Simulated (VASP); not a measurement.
Write the native input for VASP 6.6.1 that does the following.

```
Task                   : single point
Functional             : PBE
Potentials or basis    : VASP PAW PBE potentials, release 64 (Al, Zn, In_d)
Cutoff                 : 520 eV
k mesh                 : 2 × 2 × 2, shifted
Occupations            : gaussian, width 0.1 eV
Spin                   : no spin polarisation
Dipole correction      : no
Further INCAR settings : LREAL = Auto; ALGO = Fast; EDIFF = 1e-07; NBANDS = 82; ISYM = 0
```

The structure of Al7Zn3In6 lies in POSCAR:

```
Al7Zn3In6
1.0
   -3.9242208703      3.9068754164     -3.1988020118
    4.5274860630      5.3600518629      4.0487132656
    4.7303538163     -4.7567866702     -4.8548462116
Al Zn In
7 3 6
Direct
    0.4717857628     -0.0414281740      0.4586316795
    0.7523928251      0.5075586217      0.7793935606
    0.8215003175      0.7829257813      0.4856038210
    0.8688340060     -0.0853279114      0.9143195699
    0.2806487510      0.5518535882      0.1846199154
   -0.0374909877      0.7555086346      0.1931788865
    0.2704697183      0.8103552939      0.0372739473
    0.3306723642      0.2250327676      0.6272915287
    0.4752714422      0.6479976850      0.5656827909
    0.4560900963      0.5423704742      0.9437747062
    0.3665011007     -0.0435002182      0.7876783371
    0.9923012266      0.2064696746      0.7890451412
    1.0330594045      0.5033475369      0.5796492755
    0.8022739302      1.0626055910      0.2920241162
    0.3454459213      0.2336303069      0.2740118604
    0.7707156748      0.3554189960      0.1080530784
```

The cell was built by a generator and needn't be a form met in nature.

One way to write it, as run:

INCAR

```
PREC = Accurate
ENCUT = 520
EDIFF = 1E-7
ISMEAR = 0
SIGMA = 0.1
LREAL = Auto
LASPH = T
NELM = 100
ALGO = Fast
ISIF = 2
LWAVE = F
LCHARG = T
GGA = PE
LELF = T
LVHAR = T
ISYM = 0
NBANDS = 82
```

KPOINTS

```
Automatic mesh
0
Gamma
  2 2 2
  0.5 0.5 0.5
```

Potentials or basis: VASP PAW PBE potentials, release 64 (Al, Zn, In_d).

Command:

```bash
$ cat potpaw_PBE.64/Al/POTCAR potpaw_PBE.64/Zn/POTCAR potpaw_PBE.64/In_d/POTCAR > POTCAR
$ mpirun -np 1 vasp_std > vasp.out
```

Results of the run:

```yaml
Pressure: 0.0 GPa
Largest_force: 0.022 eV/Å
Band_gap_on_the_k_mesh: none (metal or under the smearing width)
```

Caveat: the k mesh is coarse (spacing up to 0.58 Å⁻¹), so the values aren't converged.

Run time: 3.6 min on 1 thread of AMD EPYC 7R13 Processor (Zen 3), on a shared host, peak memory 0.43 GiB.
